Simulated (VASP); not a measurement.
```xyz
16
Lattice="5.6639 0.0000 0.0000 0.0000 8.0100 0.0000 0.0000 0.0000 16.0990" Properties=species:S:1:pos:R:3 pbc="T T T"
Ga     0.0000     5.0063     7.0330
Ga     2.8320     3.0038     5.0000
Ga     2.8320     7.0088     5.0000
Ga     0.0000     1.0013     7.0330
Ga     0.0000     1.0013    11.0990
Ga     2.8320     7.0088     9.0660
Ga     2.8320     3.0038     9.0660
Ga     0.0000     5.0063    11.0990
As     1.4160     5.0063     5.0000
As     4.2479     7.0088     7.0330
As     4.2479     3.0038     7.0330
As     1.4160     1.0013     5.0000
As     1.4160     1.0013     9.0660
As     4.2479     3.0038    11.0990
As     4.2479     7.0088    11.0990
As     1.4160     5.0063     9.0660
```

Computed with LDA (Ceperley-Alder, Perdew-Zunger), VASP's LDA PAW potentials (set 64) (plane waves; VASP 6.6.1). Run with LREAL = Auto, 300 eV cut-off, 4×3×1 Γ-centred mesh, Fermi-Dirac smearing of 0.050 eV, potentials Ga_d As.

The cell holds a wide vacuum, so values per volume refer to the whole cell.

Task: What does the run give for the energy per atom (σ→0)?

Result: 
```json
{
  "energy per atom (σ→0)": "-4.376 eV/atom"
}
```

Total energies compare only between runs with the same potentials, cut-off and functional.

The cell is a sheet with vacuum, built from a database entry that may be metastable or hypothetical.
